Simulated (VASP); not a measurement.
# BeGa3 (I4/mmm) in VASP: a series of runs

Runs on BeGa3. Level: PBE. Tasks: single point.

All numbers are computed with VASP 6.6.1; they aren't measurements. Logs are shortened: lines on timing, memory, paths and dates and some standing lists are left out, and cuts for length are marked.

## 1. The crystal as given

The structure is tetragonal, space group I4/mmm (No. 139). Conventional cell: a = 4.087 Å, b = 4.087 Å, c = 7.581 Å, α = 90.00°, β = 90.00°, γ = 90.00°. Be (site symmetry 4/mmm) has 12 Ga at 2.79 to 2.89 Å as nearest neighbours. Ga (site symmetry -4m2) is surrounded by 4 Be at 2.79 Å and 8 Ga at 2.79 to 2.89 Å. Around Ga (site symmetry 4/mmm) lie 8 Ga at 2.79 Å and 4 Be at 2.89 Å.

The cell comes from a database or a generator and needn't be the stable form of this composition.

## 2. Single point, PBE

INCAR reads:

```
  PREC = Accurate
  ENCUT = 520
  EDIFF = 1E-7
  ISMEAR = 0
  SIGMA = 0.1
  LREAL = F
  LASPH = T
  NELM = 100
  ALGO = Normal
  ISIF = 2
  LWAVE = F
  LCHARG = F
  GGA = PE
  NBANDS = 28
```

KPOINTS reads:

```
regular mesh
0
Gamma
  6 6 6
```

POSCAR reads:

```
BeGa3
1.0
   -2.0436200000      2.0436200000      3.7906850000
    2.0436200000     -2.0436200000      3.7906850000
    2.0436200000      2.0436200000     -3.7906850000
Be Ga
1 3
Direct
    0.0000000000      0.0000000000      0.0000000000
    0.7500000000      0.2500000000      0.5000000000
    0.2500000000      0.7500000000      0.5000000000
    0.5000000000      0.5000000000      0.0000000000
```

Potentials or basis: VASP PAW PBE potentials, release 64 (Be, Ga_d).

Launch:

```
$ cat potpaw_PBE.64/Be/POTCAR potpaw_PBE.64/Ga_d/POTCAR > POTCAR
$ mpirun -np 1 vasp_std > vasp.out
```

OUTCAR:

```text
PREC = Accurate
   ENCUT = 520
   EDIFF = 1E-7
   ISMEAR = 0
   LREAL = F
   LASPH = T
   NELM = 100
   ISIF = 2
   GGA = PE

 ion  position               nearest neighbor table
   1  0.000  0.000  0.000-
   2  0.750  0.250  0.500-   4 2.79   4 2.79   4 2.79   4 2.79   3 2.89   3 2.89   3 2.89   3 2.89

   3  0.250  0.750  0.500-   4 2.79   4 2.79   4 2.79   4 2.79   2 2.89   2 2.89   2 2.89   2 2.89

   4  0.500  0.500  0.000-   3 2.79   2 2.79   3 2.79   2 2.79   2 2.79   3 2.79   2 2.79   3 2.79

  LATTYP: Found a body centered tetragonal cell.
 ALAT       =     4.0872400000
 C/A-ratio  =     1.8548874057

  Lattice vectors:

 A1 = (  -2.0436200000,   2.0436200000,   3.7906850000)
 A2 = (   2.0436200000,  -2.0436200000,   3.7906850000)
 A3 = (   2.0436200000,   2.0436200000,  -3.7906850000)

Analysis of symmetry for initial positions (statically):
=====================================================================
 Subroutine PRICEL returns:
 Original cell was already a primitive cell.

 Routine SETGRP: Setting up the symmetry group for a
 body centered tetragonal supercell.

 Subroutine GETGRP returns: Found 16 space group operations
 (whereof 16 operations were pure point group operations)
 out of a pool of 16 trial point group operations.

The static configuration has the point symmetry D_4h.

Analysis of symmetry for dynamics (positions and initial velocities):
=====================================================================
 Subroutine PRICEL returns:
 Original cell was already a primitive cell.

 Routine SETGRP: Setting up the symmetry group for a
 body centered tetragonal supercell.

 Subroutine GETGRP returns: Found 16 space group operations
 (whereof 16 operations were pure point group operations)
 out of a pool of 16 trial point group operations.

The dynamic configuration has the point symmetry D_4h.

 Subroutine INISYM returns: Found 16 space group operations
 (whereof 16 operations are pure point group operations),
 and found     1 'primitive' translations

----------------------------------------------------------------------------------------

                                     Primitive cell

  volume of cell :      63.3254

  direct lattice vectors                    reciprocal lattice vectors
    -2.043620000  2.043620000  3.790685000     0.000000000  0.244663881  0.131902282
     2.043620000 -2.043620000  3.790685000     0.244663881  0.000000000  0.131902282
     2.043620000  2.043620000 -3.790685000     0.244663881  0.244663881  0.000000000

  length of vectors
     4.766766008  4.766766008  4.766766008     0.277954360  0.277954360  0.346006978

  position of ions in fractional coordinates (direct lattice)
     0.000000000  0.000000000  0.000000000
     0.750000000  0.250000000  0.500000000
     0.250000000  0.750000000  0.500000000
     0.500000000  0.500000000  0.000000000

  ion indices of the primitive-cell ions
   primitive index   ion index
                 1           1
                 2           2
                 3           3
                 4           4

----------------------------------------------------------------------------------------

 KPOINTS: regular mesh

Automatic generation of k-mesh.
 Grid dimensions read from file:
 generate k-points for:    6    6    6

 Generating k-lattice:

  Cartesian coordinates                     Fractional coordinates (reciprocal lattice)
     0.000000000  0.040777313  0.021983714     0.166666667  0.000000000  0.000000000
     0.040777313  0.000000000  0.021983714     0.000000000  0.166666667  0.000000000
     0.040777313  0.040777313  0.000000000     0.000000000  0.000000000  0.166666667

  Length of vectors
     0.046325727  0.046325727  0.057667830

  Shift w.r.t. Gamma in fractional coordinates (k-lattice)
     0.000000000  0.000000000  0.000000000

 Subroutine IBZKPT returns following result:
 ===========================================

 Found     30 irreducible k-points:

 Following reciprocal coordinates:
            Coordinates               Weight
  0.000000  0.000000  0.000000      1.000000
  0.166667  0.000000 -0.000000      8.000000
  0.333333  0.000000  0.000000      8.000000
  0.500000 -0.000000  0.000000      4.000000
  0.166667  0.166667 -0.000000      8.000000
  0.333333  0.166667  0.000000     16.000000
[... 16 lines left out ...]
 -0.333333 -0.333333  0.166667      8.000000
 -0.166667 -0.333333  0.166667      8.000000
 [... further k-points ...]
   k-points           NKPTS =     30   k-points in BZ     NKDIM =     30   number of bands    NBANDS=     28
   number of dos      NEDOS =    301   number of ions     NIONS =      4
   total plane-waves  NPLWV =  46656
   dimension x,y,z NGX =    36 NGY =   36 NGZ =   36
   dimension x,y,z NGXF=    72 NGYF=   72 NGZF=   72
   ions per type =               1   3
   NGX,Y,Z   is equivalent  to a cutoff of  12.56, 12.56, 12.56 a.u.
   NGXF,Y,Z  is equivalent  to a cutoff of  25.11, 25.11, 25.11 a.u.
 SYSTEM =  unknown system
   PREC   = accura    normal or accurate (medium, high low for compatibility)
   ISTART =      0    job   : 0-new  1-cont  2-samecut
   ICHARG =      2    charge: 1-file 2-atom 10-const
   ISPIN  =      1    spin polarized calculation?
   LNONCOLLINEAR =      F non collinear calculations
   LSORBIT =      F    spin-orbit coupling
   LASPH  =      T    aspherical Exc in radial PAW
   ENCUT  =  520.0 eV  38.22 Ry    6.18 a.u.   8.86  8.86  8.86*2*pi/ulx,y,z
   NELM   =    100;   NELMIN=  2; NELMDL= -5     # of ELM steps
   EDIFF  = 0.1E-06   stopping-criterion for ELM
   LREAL  =      F    real-space projection
   EDIFFG = 0.1E-05   stopping-criterion for IOM
   NSW    =      0    number of steps for IOM
   IBRION =     -1    ionic relax: 0-MD 1-quasi-New 2-CG
   NFREE  =      0    steps in history (QN), initial steepest desc. (CG)
   ISIF   =      2    stress and relaxation
   ISYM   =      2    0-nonsym 1-usesym 2-fastsym
   POTIM  = 0.5000    time-step for ionic-motion
   TEBEG  =    0.0;   TEEND  =   0.0 temperature during run
   PSTRESS=    0.0 pullay stress
   NELECT =      41.0000    total number of electrons
   NUPDOWN=      -1.0000    fix difference up-down
   EMIN   =  10.00;   EMAX   =-10.00  energy-range for DOS
   EFERMI =   0.00;   METHOD = LEGACY
   ISMEAR =     0;   SIGMA  =   0.10  broadening in eV -4-tet -1-fermi 0-gaus
   EFERMI_NEDOS =   21; number of points for ismear=-14 and -15
   IALGO  =     38    algorithm
   IMIX   =      4    mixing-type and parameters
     AMIX     =   0.40;   BMIX     =  1.00
     AMIX_MAG =   1.60;   BMIX_MAG =  1.00
  volume/ion in A,a.u.               =      15.83       106.84
  Fermi-wavevector in a.u.,A,eV,Ry     =   1.416262  2.676346 27.290521  2.005797
  Thomas-Fermi vector in A             =   2.537614
   LORBIT       =      0    0 simple, 1 ext, 2 COOP (PROOUT), +10 PAW based schemes
   GGA     = PE    functional components
   LHFCALC =     F    Hartree Fock is set to
   AEXX    =    0.0000 exact exchange contribution
   IVDW    =     0    specifies the selected vdW correction
   LEPSILON=     F    determine dielectric tensor
   LRPA    =     F    only Hartree local field effects (RPA)
 non-spin polarized calculation
 Gauss-broadening in eV      SIGMA  =   0.10
  energy-cutoff  :      520.00
  volume of cell :       63.33
 maximum number of plane-waves:      1723
   NGX = 17   NGY = 17   NGZ = 17

 number of electron      40.9999980 magnetization

 Free energy of the ion-electron system (eV)
  ---------------------------------------------------
  ext. energy  EPLUGINS =         0.00000000
  ---------------------------------------------------
  free energy    TOTEN  =       -11.43907679 eV

  energy without entropy =      -11.43143693  energy(sigma->0) =      -11.43525686

 E-fermi :   6.1236     XC(G=0): -11.1048

 val. band max:        6.0749072398   @ k =  -0.1667  -0.1667   0.1667
 cond. band min:       6.1280323524   @ k =   0.0000   0.0000   0.0000
 fundamental gap:      0.0531251126
 Fermi energy:         6.1236161971

 k-point     1 :       0.0000    0.0000    0.0000
  band No.  band energies     occupation
      1      -9.0869      2.00000
      2      -9.0590      2.00000
      3      -8.9927      2.00000
      4      -8.9927      2.00000
      5      -8.9823      2.00000
      6      -8.9097      2.00000
[... 20 lines left out ...]
     27      10.8388      0.00000
     28      10.8388      0.00000

 k-point     2 :       0.1667    0.0000   -0.0000
  band No.  band energies     occupation
      1      -9.0608      2.00000
      2      -9.0499      2.00000
      3      -9.0179      2.00000
      4      -9.0081      2.00000
      5      -8.9519      2.00000
      6      -8.9264      2.00000
[... 20 lines left out ...]
     27       9.8787      0.00000
     28      10.5494      0.00000

 k-point     3 :       0.3333    0.0000    0.0000
  band No.  band energies     occupation
      1      -9.0532      2.00000
      2      -9.0427      2.00000
      3      -8.9912      2.00000
      4      -8.9677      2.00000
      5      -8.9548      2.00000
      6      -8.8774      2.00000
[... 20 lines left out ...]
     27      11.9089      0.00000
     28      13.8961      0.00000

 k-point     4 :       0.5000   -0.0000    0.0000
  band No.  band energies     occupation
      1      -9.0674      2.00000
      2      -9.0334      2.00000
      3      -8.9607      2.00000
      4      -8.9293      2.00000
      5      -8.9181      2.00000
      6      -8.8467      2.00000
[... 578 lines left out ...]
     27      12.1881      0.00000
     28      12.2574      0.00000

 k-point    23 :      -0.3333   -0.3333    0.1667
  band No.  band energies     occupation
      1      -9.0952      2.00000
      2      -9.0653      2.00000
      3      -9.0466      2.00000
      4      -9.0056      2.00000
      5      -8.9764      2.00000
      6      -8.8927      2.00000
[... 20 lines left out ...]
     27      12.7718      0.00000
     28      13.3550      0.00000

 k-point    24 :      -0.1667   -0.3333    0.1667
  band No.  band energies     occupation
      1      -9.0795      2.00000
      2      -9.0743      2.00000
      3      -9.0393      2.00000
      4      -9.0384      2.00000
      5      -8.9608      2.00000
      6      -8.9285      2.00000
[... 20 lines left out ...]
     27      11.4322      0.00000
     28      12.2499      0.00000

 [... further k-points ...]

------------------------ aborting loop because EDIFF is reached ----------------------------------------

  FORCE on cell =-STRESS in cart. coord.  units (eV):
  Direction    XX          YY          ZZ          XY          YZ          ZX
  --------------------------------------------------------------------------------------
  -------------------------------------------------------------------------------------
  Total        0.0654247      0.0654247     -0.0894749      0.0000000     -0.0000000      0.0000000
  in kB        1.6552919      1.6552919     -2.2637791      0.0000000     -0.0000000      0.0000000
  external PRESSURE =       0.3489349 kB  Pullay stress =       0.0000000 kB

 VOLUME and BASIS-vectors are now :
 -----------------------------------------------------------------------------
  energy-cutoff  :      520.00
  volume of cell :       63.33
      direct lattice vectors                 reciprocal lattice vectors
    -2.043620000  2.043620000  3.790685000     0.000000000  0.244663881  0.131902282
     2.043620000 -2.043620000  3.790685000     0.244663881  0.000000000  0.131902282
     2.043620000  2.043620000 -3.790685000     0.244663881  0.244663881  0.000000000

 POSITION                                       TOTAL-FORCE (eV/Angst)
 -----------------------------------------------------------------------------------
      0.00000      0.00000      0.00000         0.000000      0.000000      0.000000
      0.00000      2.04362      1.89534        -0.000000      0.000000     -0.000000
      2.04362      0.00000      1.89534         0.000000     -0.000000      0.000000
      0.00000      0.00000      3.79068         0.000000      0.000000      0.000000
 -----------------------------------------------------------------------------------
    total drift:                               -0.000000      0.000000      0.000000

  FREE ENERGIE OF THE ION-ELECTRON SYSTEM (eV)
  ---------------------------------------------------
  free  energy   TOTEN  =       -11.4390767944 eV

  energy  without entropy=      -11.4314369273  energy(sigma->0) =      -11.43525686
```

Run time: 30 s. Hardware: 1 thread of Intel Xeon 6975P-C (Granite Rapids), shared host; peak memory 0.21 GiB.

What came out:

```
Free energy            : -11.4391 eV
Pressure               : 0.0 GPa
Band gap on the k mesh : none (metal or under the smearing width)
```

Stress tensor (GPa, compression positive):
```
 0.17  0.00  0.00
 0.00  0.17  0.00
 0.00  0.00 -0.23
```

Levels at points of the mesh, in eV from the Fermi level:
```csv
k point,band 17,band 18,band 19,band 20,band 21,band 22,band 23,band 24,band 25,band 26
"(0.00, 0.00, 0.00)",-1.93,-0.83,-0.66,-0.26,-0.26,0.00,0.00,1.23,1.33,1.76
"(0.50, 0.00, 0.00)",-8.23,-3.51,-2.95,0.05,0.26,0.52,1.29,5.00,5.29,5.66
"(0.50, 0.50, 0.00)",-6.97,-4.89,-4.42,-4.18,-2.99,2.84,3.03,3.68,4.48,8.46
"(0.50, 0.50, 0.50)",-8.47,-3.02,-3.02,-2.34,-0.80,5.35,6.15,6.15,6.28,7.48
```

Caveat: the k mesh is coarse (spacing up to 0.36 Å⁻¹), so the values aren't converged.

## 3. Single point, PBE

INCAR reads:

```
  ALGO = Normal
  EDIFF = 1E-6
  ENCUT = 520
  GGA = PE
  ISIF = 2
  ISMEAR = -1
  ISYM = 0
  LASPH = True
  LCHARG = True
  LELF = True
  LREAL = False
  LVHAR = True
  LWAVE = False
  NBANDS = 28
  NELM = 100
  PREC = Accurate
  SIGMA = 0.0071
```

KPOINTS reads:

```
k-points
0
Gamma
  1 5 6
```

POSCAR is that of step 2.

Potentials or basis: VASP PAW PBE potentials, release 64 (Be, Ga_d).

Launch:

```
$ cat potpaw_PBE.64/Be/POTCAR potpaw_PBE.64/Ga_d/POTCAR > POTCAR
$ mpirun -np 1 vasp_std > vasp.out
```

Run time: 21 s. Hardware: 1 thread of Intel Xeon 6975P-C (Granite Rapids), shared host; peak memory 0.2 GiB.

It converged, with:

```
Free energy            : -9.7085 eV
Pressure               : 3.3 GPa
Largest force          : 0.404 eV/Å
Band gap on the k mesh : none (metal or under the smearing width)
```

Forces in eV/Å, atoms in the order of the input:
```
Be   0.000  0.000  0.000
Ga   0.292  0.270 -0.071
Ga  -0.292 -0.269  0.071
Ga   0.000  0.000  0.000
```

Stress tensor (GPa, compression positive):
```
 -0.22  -7.56 -16.74
 -7.56  -6.78  15.36
-16.74  15.36  17.04
```

Levels at points of the mesh, in eV from the Fermi level:
```tsv
k point	band 17	band 18	band 19	band 20	band 21	band 22	band 23	band 24	band 25	band 26
(0.00, 0.00, 0.00)	-1.53	-0.42	-0.23	0.14	0.15	0.38	0.41	1.62	1.74	2.12
(0.00, 0.00, 0.50)	-6.54	-4.48	-4.02	-3.78	-2.61	3.23	3.43	4.07	4.87	8.83
```

Caveat: the k mesh is coarse (spacing up to 1.75 Å⁻¹), so the values aren't converged.
